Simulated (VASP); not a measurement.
Wanted: the native input for a VASP 6.6.1 run.

```
Task                   : single point
Functional             : PBE
Potentials or basis    : VASP PAW PBE potentials, release 64 (Ta_pv, F)
Cutoff                 : 520 eV
k mesh                 : 6 × 6 × 6
Occupations            : fermi-dirac, width 0.15 eV
Spin                   : no spin polarisation
Dipole correction      : no
Further INCAR settings : ALGO = Normal; EDIFF = 1e-06; NBANDS = 24
```

The structure of TaF3 lies in POSCAR:

```
TaF3
1.0
    3.8684152567      0.0000000000      0.0000000000
    0.0000000000      3.8684152567      0.0000000000
    0.0000000000      0.0000000000      3.8684152567
Ta F
1 3
Direct
    0.0000000000      0.0000000000      0.0000000000
    0.5000000000      0.0000000000      0.0000000000
    0.0000000000      0.5000000000      0.0000000000
    0.0000000000      0.0000000000      0.5000000000
```

These files were run (other wordings do the same):

INCAR

```
SYSTEM = TaF3
ALGO     = Normal         ! electronic algorithm
EDIFF    = 1E-6           ! SCF threshold, eV
ENCUT    = 520            ! plane-wave cutoff, eV
GGA      = PE             ! functional
ISIF     = 2              ! what is computed and relaxed
ISMEAR   = -1             ! smearing method
LASPH    = .True.         ! aspherical terms in the spheres
LCHARG   = .False.        ! write CHGCAR
LREAL    = .False.        ! projectors in reciprocal space
LWAVE    = .False.        ! write WAVECAR
NBANDS   = 24             ! bands
NELM     = 100            ! most SCF steps
PREC     = Accurate       ! precision mode
SIGMA    = 0.15           ! smearing width, eV
```

KPOINTS

```
k-points
0
Gamma
  6 6 6
  0 0 0
```

Potentials or basis: VASP PAW PBE potentials, release 64 (Ta_pv, F).

The run is started by

```bash
$ cat potpaw_PBE.64/Ta_pv/POTCAR potpaw_PBE.64/F/POTCAR > POTCAR
$ mpirun -np 1 vasp_std > vasp.out
```

It gave:

```json
{"Pressure": "32.0 GPa", "Band gap on the k mesh": "none (metal or under the smearing width)"}
```

Caveat: a pressure of tens of GPa on the cell as given is suspect, and the run, the potentials or the cell itself is likely at fault.

It took 23 s on 1 thread of AMD EPYC 7R43 64-Core Processor (Zen 3), with other jobs on the host, peak memory 0.14 GiB.
